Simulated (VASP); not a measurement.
Level of theory: TPSS meta-GGA, VASP's PBE PAW potentials (set 64) (plane waves; VASP).

The input files of a VASP run:

**KPOINTS**
```
K-points
0
gamma
 8 8 8
```

File KPOINTS_OPT:
```
k-points along high-symmetry lines
10
Line-mode
Reciprocal
  0.000000   0.000000   0.000000 ! GAMMA
  0.500000   0.000000   0.500000 ! X

  0.500000   0.000000   0.500000 ! X
  0.625000   0.250000   0.625000 ! U

  0.375000   0.375000   0.750000 ! K
  0.000000   0.000000   0.000000 ! GAMMA

  0.000000   0.000000   0.000000 ! GAMMA
  0.500000   0.500000   0.500000 ! L

  0.500000   0.500000   0.500000 ! L
  0.500000   0.250000   0.750000 ! W

  0.500000   0.250000   0.750000 ! W
  0.500000   0.000000   0.500000 ! X
```

### INCAR
```
! general
SYSTEM =PbTe
PREC   =Accurate
ENCUT  =520   ! plane-wave cut-off (eV)
LREAL  =.FALSE.   ! projection in real space or not
LASPH  =.TRUE.   ! aspherical one-centre terms

! electronic loop
EDIFF  =1E-7
NELM   =100   ! most electronic steps
ALGO   =Normal
LMAXMIX=4   ! l cut-off of mixed one-centre charges
LMIXTAU=.TRUE.

! smearing
ISMEAR =-5   ! tetrahedra, Bloechl

! functional
METAGGA=TPSS

! ions
ISIF   =2   ! forces and stress, cell fixed

! output
LWAVE  =.FALSE.
LCHARG =.FALSE.
LORBIT =11
NEDOS  =601   ! DOS grid
```

**POSCAR**
```
PbTe
4.6269570
  0.0000000000   0.7071068012   0.7071068012
  0.7071068012   0.0000000000   0.7071068012
  0.7071068012   0.7071068012   0.0000000000
Te Pb
1 1
direct
  0.5000000000   0.5000000000   0.5000000000
  0.0000000000   0.0000000000   0.0000000000
```

POTCAR, in this order: Te Pb_d (PBE.64 set). Program: vasp_std.

Output of the run:

**OSZICAR**
```
       N       E                     dE             d eps       ncg     rms          rms(c)
DAV:   1     0.139520545748E+03    0.13952E+03   -0.92882E+03   812   0.137E+03
DAV:   2    -0.536099597037E+01   -0.14488E+03   -0.14272E+03   842   0.339E+02
DAV:   3    -0.157443563231E+02   -0.10383E+02   -0.10353E+02  1088   0.980E+01
DAV:   4    -0.159694282817E+02   -0.22507E+00   -0.22498E+00   986   0.170E+01
DAV:   5    -0.159768454355E+02   -0.74172E-02   -0.74170E-02  1140   0.275E+00    0.333E+00
DAV:   6    -0.142274580079E+02    0.17494E+01   -0.39578E+00   854   0.243E+01    0.187E+00
DAV:   7    -0.149042384990E+02   -0.67678E+00   -0.49865E-01   830   0.882E+00    0.132E+00
DAV:   8    -0.148369771654E+02    0.67261E-01   -0.87757E-01   830   0.742E+00    0.114E+00
DAV:   9    -0.148670052660E+02   -0.30028E-01   -0.50898E-01   812   0.819E+00    0.765E-01
DAV:  10    -0.148835051516E+02   -0.16500E-01   -0.31542E-02   836   0.229E+00    0.545E-01
DAV:  11    -0.148835905693E+02   -0.85418E-04   -0.31477E-03  1010   0.466E-01    0.329E-01
DAV:  12    -0.148842781491E+02   -0.68758E-03   -0.71675E-03   830   0.697E-01    0.246E-01
DAV:  13    -0.148846799224E+02   -0.40177E-03   -0.13475E-03   812   0.310E-01    0.192E-01
DAV:  14    -0.148846897737E+02   -0.98513E-05   -0.65381E-05   942   0.751E-02    0.972E-02
DAV:  15    -0.148847752433E+02   -0.85470E-04   -0.75300E-05   818   0.799E-02    0.361E-02
DAV:  16    -0.148847899887E+02   -0.14745E-04   -0.18333E-05   938   0.476E-02    0.200E-02
DAV:  17    -0.148847864854E+02    0.35033E-05   -0.17408E-05   836   0.484E-02    0.971E-03
DAV:  18    -0.148847883507E+02   -0.18652E-05   -0.37559E-06   908   0.213E-02    0.542E-03
DAV:  19    -0.148847899983E+02   -0.16476E-05   -0.16139E-06   818   0.131E-02    0.284E-03
DAV:  20    -0.148847903725E+02   -0.37419E-06   -0.96666E-07   836   0.842E-03    0.258E-03
DAV:  21    -0.148847904912E+02   -0.11875E-06   -0.76410E-08   564   0.292E-03    0.720E-04
DAV:  22    -0.148847905814E+02   -0.90161E-07   -0.13877E-08   424   0.132E-03
   1 F= -.14884791E+02 E0= -.14884791E+02  d E =0.000000E+00
       N       E                     dE             ncg
       N       E                     dE             ncg
       N       E                     dE             ncg
```

File OUTCAR:
```
------------------------ aborting loop because EDIFF is reached ----------------------------------------
  FORCE on cell =-STRESS in cart. coord.  units (eV):
  Direction    XX          YY          ZZ          XY          YZ          ZX
  --------------------------------------------------------------------------------------
  Total        0.0118235      0.0118235      0.0118235     -0.0000000     -0.0000000     -0.0000000
  in kB        0.2704479      0.2704479      0.2704479     -0.0000000     -0.0000000     -0.0000000
  external PRESSURE =       0.2704479 kB  Pullay stress =       0.0000000 kB
  volume of cell :       70.04
      direct lattice vectors                 reciprocal lattice vectors
     0.000000000  3.271752763  3.271752763    -0.152823283  0.152823283  0.152823283
     3.271752763  0.000000000  3.271752763     0.152823283 -0.152823283  0.152823283
     3.271752763  3.271752763  0.000000000     0.152823283  0.152823283 -0.152823283
  FREE ENERGIE OF THE ION-ELECTRON SYSTEM (eV)
  ---------------------------------------------------
  free  energy   TOTEN  =       -14.8847905814 eV

  energy  without entropy=      -14.8847905814  energy(sigma->0) =      -14.88479058

 total charge

# of ion       s       p       d       tot
------------------------------------------
    1        1.360   2.001   0.015   3.376
    2        1.446   0.530   9.814  11.790
--------------------------------------------------
tot          2.806   2.531   9.830  15.166
```
(Selected blocks of OUTCAR.)

The compound is PbTe in the rock salt structure. It was relaxed first.
